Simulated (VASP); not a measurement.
# Quasiparticle energies of AlN in VASP, part 6 of 8

Aim: the quasiparticle gap of AlN, and what it costs to get it. The cell is of the wurtzite type, one of the forms listed for this formula. The start is a cell from a database of measured crystal structures.

VASP 6.6.1, plane waves and PAW; the level of theory is named at each step.

So far, quasiparticle gap on the mesh (eV): step 5 (evGW0) 6.14. Also gap on the k-mesh (eV): step 4 (empty bands, functional LDA) 4.21.

The database entry behind the starting cell differs from later determinations by our own check (inner coordinate u about 0.002 short), so it need not match the best structure at ambient conditions.

### Step 6. evGW (continued)

Level of this step: evGW on LDA; plane waves and PAW (Al_GW, N_GW) (VASP).

OUTCAR, selected parts (step 6):

```text
   NELECT =      16.0000    total number of electrons

 E-fermi :   7.1275

 QP shifts <psi_nk| G(iteration)W_0 |psi_nk>: iteration 2
 k-point   1 :       0.0000    0.0000    0.0000
  band No. old QP-enery  QP-energies   sigma(KS)   T+V_ion+V_H  V^pw_x(r,r')   Z            occupation Imag(sigma)
    ...
      5       3.2256       2.8857     -17.7848      20.5854     -20.5369       0.7996       2.0000       0.0840
      6       3.9590       3.6448     -18.1361      21.7039     -20.7348       0.8031       2.0000       0.0820
      7       3.9590       3.6448     -18.1361      21.7039     -20.7348       0.8031       2.0000       0.0820
      8       4.2226       3.9181     -18.1870      22.0303     -20.7284       0.8027       2.0000       0.0815
      9      10.0587      10.2810     -11.6940      22.0198      -7.9437       0.8325       0.0000      -0.0503
     10      12.6026      12.8764      -9.9912      22.9207      -5.7666       0.8375       0.0000      -0.0651
     11      16.7835      17.2360     -12.5100      29.8689      -7.1666       0.7863       0.0000      -0.1114
     12      17.1356      17.4878      -8.7715      26.3332      -3.9579       0.8265       0.0000      -0.0948
    ...

 k-point   2 :       0.1667    0.0000    0.0000
  band No. old QP-enery  QP-energies   sigma(KS)   T+V_ion+V_H  V^pw_x(r,r')   Z            occupation Imag(sigma)
    ...
      5       2.5797       2.2339     -17.1782      19.3256     -19.8992       0.7998       2.0000       0.0844
      6       2.7901       2.4372     -17.4478      19.7957     -20.2563       0.7981       2.0000       0.0850
      7       3.8692       3.5508     -18.1255      21.5979     -20.7506       0.8025       2.0000       0.0824
      8       4.0254       3.7141     -18.0709      21.7080     -20.6521       0.8017       2.0000       0.0817
      9      11.4047      11.6506     -12.2867      23.9895      -8.4010       0.8246       0.0000      -0.0526
     10      13.7126      14.0090     -10.2649      24.3340      -5.8879       0.8314       0.0000      -0.0691
     11      15.1797      15.5388     -10.4801      26.1007      -5.6929       0.8145       0.0000      -0.0898
     12      15.7687      16.1161      -9.7841      25.9756      -5.0381       0.8218       0.0000      -0.0881
    ...

 QP shifts <psi_nk| G(iteration)W_0 |psi_nk>: iteration 3
 k-point   1 :       0.0000    0.0000    0.0000
  band No. old QP-enery  QP-energies   sigma(KS)   T+V_ion+V_H  V^pw_x(r,r')   Z            occupation Imag(sigma)
    ...
      5       2.8857       2.7772     -17.8340      20.5854     -20.5369       0.8075       2.0000       0.0797
      6       3.6448       3.5440     -18.1834      21.7039     -20.7348       0.8106       2.0000       0.0779
      7       3.6448       3.5440     -18.1834      21.7039     -20.7348       0.8106       2.0000       0.0779
      8       3.9181       3.8201     -18.2331      22.0303     -20.7284       0.8104       2.0000       0.0781
      9      10.2810      10.3401     -11.6683      22.0198      -7.9437       0.8390       0.0000      -0.0480
     10      12.8764      12.9498      -9.9573      22.9207      -5.7666       0.8432       0.0000      -0.0630
     11      17.2360      17.3597     -12.4771      29.8689      -7.1666       0.7943       0.0000      -0.1064
     12      17.4878      17.5861      -8.7275      26.3332      -3.9579       0.8340       0.0000      -0.0895
    ...

 QP shifts <psi_nk| G(iteration)W_0 |psi_nk>: iteration 4
 k-point   1 :       0.0000    0.0000    0.0000
  band No. old QP-enery  QP-energies   sigma(KS)   T+V_ion+V_H  V^pw_x(r,r')   Z            occupation Imag(sigma)
    ...
      5       2.7772       2.7447     -17.8483      20.5854     -20.5369       0.8097       2.0000       0.0786
      6       3.5440       3.5136     -18.1973      21.7039     -20.7348       0.8129       2.0000       0.0768
      7       3.5440       3.5136     -18.1973      21.7039     -20.7348       0.8129       2.0000       0.0768
      8       3.8201       3.7904     -18.2467      22.0303     -20.7284       0.8129       2.0000       0.0770
      9      10.3401      10.3557     -11.6611      22.0198      -7.9437       0.8414       0.0000      -0.0470
     10      12.9498      12.9699      -9.9472      22.9207      -5.7666       0.8456       0.0000      -0.0621
     11      17.3597      17.3938     -12.4664      29.8689      -7.1666       0.7965       0.0000      -0.1046
     12      17.5861      17.6132      -8.7146      26.3332      -3.9579       0.8359       0.0000      -0.0880
    ...

[... 17 parts as in an earlier step ...]

[... 21 further parts left out ...]
```

This step gave:

```yaml
quasiparticle_gap_on_the_mesh: 6.565 eV
smallest_direct_quasiparticle_gap_on_the_mesh: 6.565 eV
```

QP gap by iteration, by row:

```
iteration  gap (eV)  direct gap (eV)
        1     5.836            5.836
        2     6.363            6.363
        3      6.52             6.52
        4     6.565            6.565
```

GW takes the gap from 4.209 to 6.565 eV. That is +429 meV against evGW0 on LDA. The last pass still moved it by +45 meV. The value holds for 232 bands, ENCUTGW = 180 eV and this mesh, and isn't shown to be converged in them.

### Step 7. QPGW0

This step: QPGW0 on LDA; plane waves and PAW (Al_GW, N_GW) (VASP 6.6.1).

Here the orbitals are updated too, by diagonalising a Hermitian self-energy in the bands up to NBANDSGW.

File INCAR:

```
SYSTEM = AlN
PREC = Accurate
ENCUT = 450
ISMEAR = 0
SIGMA = 0.01
LREAL = .FALSE.
GGA = CA
NBANDS = 232
ALGO = QPGW0
NELMGW = 4
ENCUTGW = 180
NOMEGA = 48
PRECFOCK = Fast
NBANDSGW = 24
LWAVE = .FALSE.
LCHARG = .FALSE.
```

File POSCAR:

```
AlN
1.0
    3.1130000000      0.0000000000      0.0000000000
   -1.5565000000      2.6959370820      0.0000000000
    0.0000000000      0.0000000000      4.9810000000
Al N
2 2
Direct
    0.6666666667      0.3333333333      0.4990517037
    0.3333333333      0.6666666667      0.9990517037
    0.6666666667      0.3333333333      0.8809482963
    0.3333333333      0.6666666667      0.3809482963
```

File KPOINTS:

```
Automatic mesh
0
Gamma
6 6 4
0 0 0
```

The projector-augmented-wave data sets are Al_GW and N_GW (LDA family, release 64).

Command:

```
$ mpirun -np 4 vasp_std
```

What it wrote:

```text
[banner, memory and clock lines left out]
running    4 mpi-ranks, on    1 nodes
 distrk:  each k-point on    4 cores,    1 groups
 distr:  one band on    1 cores,    4 groups

 POSCAR found type information on POSCAR AlN
 POSCAR found :  2 types and       4 ions
 [... a notice as in an earlier step ...]

 LDA part: xc-table for (Slater(with rela. corr.)+CA(PZ))
 , standard interpolation
 found WAVECAR, reading the header
 POSCAR, INCAR and KPOINTS ok, starting setup
 FFT: planning ... GRIDC
 FFT: planning ... GRID_SOFT
 FFT: planning ... GRID
 reading WAVECAR
 the WAVECAR file was read successfully
 initial charge from wavefunction
 available memory per node:     69.47 GB, setting MAXMEM to     71142

 The Fermi energy was updated, please check that it is located mid-gap
 values below the HOMO (VB) or above the LUMO (CB) will cause erroneous energies
 E-fermi :   7.1275

 calculate exact exchange contribution
 the WAVEDER file was read successfully
energies w=
    0.000    0.000    0.795    0.000    1.587    0.000    2.373    0.000
    3.149    0.000    3.915    0.000    4.668    0.000    5.407    0.000
    6.133    0.000    6.846    0.000    7.545    0.000    8.234    0.000
    8.912    0.000    9.582    0.000   10.247    0.000   10.907    0.000
   11.567    0.000   12.227    0.000   12.892    0.000   13.565    0.000
   14.248    0.000   14.946    0.000   15.662    0.000   16.402    0.000
   17.169    0.000   17.971    0.000   18.814    0.000   19.705    0.000
   20.655    0.000   21.675    0.000   22.778    0.000   23.981    0.000
   25.304    0.000   26.773    0.000   28.423    0.000   30.296    0.000
   32.447    0.000   34.955    0.000   37.924    0.000   41.503    0.000
   45.910    0.000   51.476    0.000   58.732    0.000   68.581    0.000
   82.695    0.000  104.560    0.000  142.844    0.000  226.733    0.000
 responsefunction array rank=     248
 LDA part: xc-table for (Slater(with rela. corr.)+CA(PZ))
 , standard interpolation

 min. memory requirement per mpi rank    781.6 MB, per node   3126.3 MB

 allocating  12 responsefunctions rank=   248
 shmem allocating  48 responsefunctions rank=   248
 response function shared by NCSHMEM nodes    1
 Doing           12  frequencies on each core in blocks of           48
NQ=   1    0.0000    0.0000    0.0000,
|.........|.........|.........|.........|.........|.........|.........|.........
 performed        749000 updates of chi_q(r,r)
 total number of BLAS operations        360.13 Gflops
NQ=   2    0.1667    0.0000    0.0000,
|.........|.........|.........|.........|.........|.........|.........|.........
 performed       2267000 updates of chi_q(r,r)
 total number of BLAS operations       1036.65 Gflops
NQ=   3    0.3333    0.0000    0.0000,
|.........|.........|.........|.........|.........|.........|.........|.........
 performed       3785000 updates of chi_q(r,r)
 total number of BLAS operations       1679.21 Gflops
NQ=   4    0.5000    0.0000    0.0000,
|.........|.........|.........|.........|.........|.........|.........|.........
 performed       4902000 updates of chi_q(r,r)
 total number of BLAS operations       2119.78 Gflops
NQ=   5    0.1667    0.1667    0.0000,
|.........|.........|.........|.........|.........|.........|.........|.........
 performed       6487000 updates of chi_q(r,r)
 total number of BLAS operations       2761.77 Gflops
NQ=   6    0.3333    0.1667    0.0000,
|.........|.........|.........|.........|.........|.........|.........|.........
 performed       8339000 updates of chi_q(r,r)
 total number of BLAS operations       3552.54 Gflops
NQ=   7    0.3333    0.3333    0.0000,
|.........|.........|.........|.........|.........|.........|.........|.........
 performed       9278000 updates of chi_q(r,r)
 total number of BLAS operations       3922.87 Gflops
NQ=   8    0.0000    0.0000    0.2500,
|.........|.........|.........|.........|.........|.........|.........|.........
 performed      10105000 updates of chi_q(r,r)
 total number of BLAS operations       4282.44 Gflops
NQ=   9    0.1667    0.0000    0.2500,
|.........|.........|.........|.........|.........|.........|.........|.........
 performed      11823000 updates of chi_q(r,r)
 total number of BLAS operations       5048.27 Gflops
NQ=  10    0.3333    0.0000    0.2500,
|.........|.........|.........|.........|.........|.........|.........|.........
 performed      13541000 updates of chi_q(r,r)
 total number of BLAS operations       5769.35 Gflops
NQ=  11    0.5000    0.0000    0.2500,
|.........|.........|.........|.........|.........|.........|.........|.........
 performed      14858000 updates of chi_q(r,r)
 total number of BLAS operations       6327.08 Gflops
NQ=  12    0.1667    0.1667    0.2500,
|.........|.........|.........|.........|.........|.........|.........|.........
 performed      16710000 updates of chi_q(r,r)
 total number of BLAS operations       7131.61 Gflops
NQ=  13    0.3333    0.1667    0.2500,
|.........|.........|.........|.........|.........|.........|.........|.........
 performed      18829000 updates of chi_q(r,r)
 total number of BLAS operations       8005.41 Gflops
NQ=  14    0.3333    0.3333    0.2500,
|.........|.........|.........|.........|.........|.........|.........|.........
 performed      19879000 updates of chi_q(r,r)
 total number of BLAS operations       8442.33 Gflops
NQ=  15    0.0000    0.0000    0.5000,
|.........|.........|.........|.........|.........|.........|.........|.........
 performed      20628000 updates of chi_q(r,r)
 total number of BLAS operations       8717.09 Gflops
NQ=  16    0.1667    0.0000    0.5000,
|.........|.........|.........|.........|.........|.........|.........|.........
 performed      22146000 updates of chi_q(r,r)
 total number of BLAS operations       9405.13 Gflops
NQ=  17    0.3333    0.0000    0.5000,
|.........|.........|.........|.........|.........|.........|.........|.........
 performed      23664000 updates of chi_q(r,r)
 total number of BLAS operations      10014.60 Gflops
NQ=  18    0.5000    0.0000    0.5000,
|.........|.........|.........|.........|.........|.........|.........|.........
 performed      24781000 updates of chi_q(r,r)
 total number of BLAS operations      10479.31 Gflops
NQ=  19    0.1667    0.1667    0.5000,
|.........|.........|.........|.........|.........|.........|.........|.........
 performed      26366000 updates of chi_q(r,r)
 total number of BLAS operations      11161.87 Gflops
NQ=  20    0.3333    0.1667    0.5000,
|.........|.........|.........|.........|.........|.........|.........|.........
 performed      28218000 updates of chi_q(r,r)
 total number of BLAS operations      11932.24 Gflops
[...]
NQ=  16    0.1667    0.0000    0.5000,
|.........|.........|.........|.........|.........|.........|.........|.........
 performed      22146000 updates of chi_q(r,r)
 total number of BLAS operations       9405.13 Gflops
NQ=  17    0.3333    0.0000    0.5000,
|.........|.........|.........|.........|.........|.........|.........|.........
 performed      23664000 updates of chi_q(r,r)
 total number of BLAS operations      10014.60 Gflops
NQ=  18    0.5000    0.0000    0.5000,
|.........|.........|.........|.........|.........|.........|.........|.........
 performed      24781000 updates of chi_q(r,r)
 total number of BLAS operations      10479.31 Gflops
NQ=  19    0.1667    0.1667    0.5000,
|.........|.........|.........|.........|.........|.........|.........|.........
 performed      26366000 updates of chi_q(r,r)
 total number of BLAS operations      11161.87 Gflops
NQ=  20    0.3333    0.1667    0.5000,
|.........|.........|.........|.........|.........|.........|.........|.........
 performed      28218000 updates of chi_q(r,r)
 total number of BLAS operations      11932.24 Gflops
NQ=  21    0.3333    0.3333    0.5000,
|.........|.........|.........|.........|.........|.........|.........|.........
 performed      29157000 updates of chi_q(r,r)
 total number of BLAS operations      12322.85 Gflops
 resolving degeneracies of screened two electron integrals

 QP shifts <psi_nk| G(iteration)W_0 |psi_nk>: iteration 3
 NQ=           1  operations          24
 NQ=           2  operations           4
 NQ=           3  operations           4
 NQ=           4  operations           8
 NQ=           5  operations           4
 NQ=           6  operations           2
 NQ=           7  operations          12
 NQ=           8  operations          12
 NQ=           9  operations           2
 NQ=          10  operations           2
 NQ=          11  operations           4
 NQ=          12  operations           2
 NQ=          13  operations           1
 NQ=          14  operations           6
 NQ=          15  operations          24
 NQ=          16  operations           4
 NQ=          17  operations           4
 NQ=          18  operations           8
 NQ=          19  operations           4
 NQ=          20  operations           2
 NQ=          21  operations          12
 allocating  12 responsefunctions rank=   248
 shmem allocating  48 responsefunctions rank=   248
 response function shared by NCSHMEM nodes    1
 Doing           12  frequencies on each core in blocks of           48
NQ=   1    0.0000    0.0000    0.0000,
|.........|.........|.........|.........|.........|.........|.........|.........
 performed        749000 updates of chi_q(r,r)
 total number of BLAS operations        360.13 Gflops
NQ=   2    0.1667    0.0000    0.0000,
|.........|.........|.........|.........|.........|.........|.........|.........
 performed       2267000 updates of chi_q(r,r)
 total number of BLAS operations       1036.65 Gflops
NQ=   3    0.3333    0.0000    0.0000,
|.........|.........|.........|.........|.........|.........|.........|.........
 performed       3785000 updates of chi_q(r,r)
 total number of BLAS operations       1679.21 Gflops
NQ=   4    0.5000    0.0000    0.0000,
|.........|.........|.........|.........|.........|.........|.........|.........
 performed       4902000 updates of chi_q(r,r)
 total number of BLAS operations       2119.78 Gflops
NQ=   5    0.1667    0.1667    0.0000,
|.........|.........|.........|.........|.........|.........|.........|.........
 performed       6487000 updates of chi_q(r,r)
 total number of BLAS operations       2761.77 Gflops
NQ=   6    0.3333    0.1667    0.0000,
|.........|.........|.........|.........|.........|.........|.........|.........
 performed       8339000 updates of chi_q(r,r)
 total number of BLAS operations       3552.54 Gflops
NQ=   7    0.3333    0.3333    0.0000,
|.........|.........|.........|.........|.........|.........|.........|.........
 performed       9278000 updates of chi_q(r,r)
 total number of BLAS operations       3922.87 Gflops
NQ=   8    0.0000    0.0000    0.2500,
|.........|.........|.........|.........|.........|.........|.........|.........
 performed      10105000 updates of chi_q(r,r)
 total number of BLAS operations       4282.44 Gflops
NQ=   9    0.1667    0.0000    0.2500,
|.........|.........|.........|.........|.........|.........|.........|.........
 performed      11823000 updates of chi_q(r,r)
 total number of BLAS operations       5048.27 Gflops
NQ=  10    0.3333    0.0000    0.2500,
|.........|.........|.........|.........|.........|.........|.........|.........
 performed      13541000 updates of chi_q(r,r)
 total number of BLAS operations       5769.35 Gflops
NQ=  11    0.5000    0.0000    0.2500,
|.........|.........|.........|.........|.........|.........|.........|.........
 performed      14858000 updates of chi_q(r,r)
 total number of BLAS operations       6327.08 Gflops
NQ=  12    0.1667    0.1667    0.2500,
|.........|.........|.........|.........|.........|.........|.........|.........
 performed      16710000 updates of chi_q(r,r)
 total number of BLAS operations       7131.61 Gflops
NQ=  13    0.3333    0.1667    0.2500,
|.........|.........|.........|.........|.........|.........|.........|.........
 performed      18829000 updates of chi_q(r,r)
 total number of BLAS operations       8005.41 Gflops
NQ=  14    0.3333    0.3333    0.2500,
|.........|.........|.........|.........|.........|.........|.........|.........
 performed      19879000 updates of chi_q(r,r)
 total number of BLAS operations       8442.33 Gflops
NQ=  15    0.0000    0.0000    0.5000,
|.........|.........|.........|.........|.........|.........|.........|.........
 performed      20628000 updates of chi_q(r,r)
 total number of BLAS operations       8717.09 Gflops
NQ=  16    0.1667    0.0000    0.5000,
|.........|.........|.........|.........|.........|.........|.........|.........
 performed      22146000 updates of chi_q(r,r)
 total number of BLAS operations       9405.13 Gflops
NQ=  17    0.3333    0.0000    0.5000,
|.........|.........|.........|.........|.........|.........|.........|.........
 performed      23664000 updates of chi_q(r,r)
 total number of BLAS operations      10014.60 Gflops
NQ=  18    0.5000    0.0000    0.5000,
|.........|.........|.........|.........|.........|.........|.........|.........
 performed      24781000 updates of chi_q(r,r)
 total number of BLAS operations      10479.31 Gflops
NQ=  19    0.1667    0.1667    0.5000,
|.........|.........|.........|.........|.........|.........|.........|.........
 performed      26366000 updates of chi_q(r,r)
 total number of BLAS operations      11161.87 Gflops
NQ=  20    0.3333    0.1667    0.5000,
|.........|.........|.........|.........|.........|.........|.........|.........
 performed      28218000 updates of chi_q(r,r)
 total number of BLAS operations      11932.24 Gflops
NQ=  21    0.3333    0.3333    0.5000,
|.........|.........|.........|.........|.........|.........|.........|.........
 performed      29157000 updates of chi_q(r,r)
 total number of BLAS operations      12322.85 Gflops
 resolving degeneracies of screened two electron integrals

 QP shifts <psi_nk| G(iteration)W_0 |psi_nk>: iteration 4
 NQ=           1  operations          24
 NQ=           2  operations           4
 NQ=           3  operations           4
 NQ=           4  operations           8
 NQ=           5  operations           4
 NQ=           6  operations           2
 NQ=           7  operations          12
 NQ=           8  operations          12
 NQ=           9  operations           2
 NQ=          10  operations           2
 NQ=          11  operations           4
 NQ=          12  operations           2
 NQ=          13  operations           1
 NQ=          14  operations           6
 NQ=          15  operations          24
 NQ=          16  operations           4
 NQ=          17  operations           4
 NQ=          18  operations           8
 NQ=          19  operations           4
 NQ=          20  operations           2
 NQ=          21  operations          12
 entering main loop
```

Wall time 82 min (4 MPI ranks of Intel Xeon Platinum 8488C (Sapphire Rapids), shared host); peak memory 3.2 GiB.

[end of part 6 of 8]

[Lines on the potential files, build, host, timing and source positions are cut from VASP's logs without a mark.]

[Logs are printed without paths, hosts, clocks, repeated set-up lines and the standing remarks that a program may print on its own settings, such as how far it seeks lower states.]

[Hosts, paths, dates, database ids (printed as entryN), source tags and the programs' standing remarks are cut or masked in the printed files.]

[Pressures printed for these runs are not shown converged in the cutoff: they can be off by several GPa and have the wrong sign.]
